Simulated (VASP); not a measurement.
```yaml
crystal:
  lattice:
    - [0.00000, 1.78424, 1.78424]
    - [1.78424, 0.00000, 1.78424]
    - [1.78424, 1.78424, 0.00000]
  atoms:
    - { symbol: C, position: [0.00000, 0.00000, 0.00000] }
    - { symbol: C, position: [0.25000, 0.25000, 0.25000] }
```

Level of theory: rev-vdW-DF2, VASP's PBE PAW potentials (set 64) (plane waves; VASP 6.6.1). Numerical set-up: 520 eV cut-off, Gaussian smearing of 0.050 eV, potentials C.

Question: Give the energies of bands 2 to 7 at the high-symmetry points, in eV from the valence-band maximum.

Answer: 
```
band     Γ       X       U       L       W
----  ----  ------  ------  ------  ------
2     0.00  -12.68  -11.65  -13.30  -11.88
3     0.00   -6.26   -9.27   -2.78   -8.28
4     0.00   -6.26   -5.33   -2.78   -8.28
5     5.62    4.80    5.72    8.48   10.61
6     5.62    4.80   10.75    8.48   10.61
7     5.62   16.75   14.34    8.91   12.33
```

The gap is indirect, 4.17 eV, from the valence maximum at Γ to the conduction minimum at Γ-X at 0.71.

The compound is C in the diamond structure. It was relaxed first.
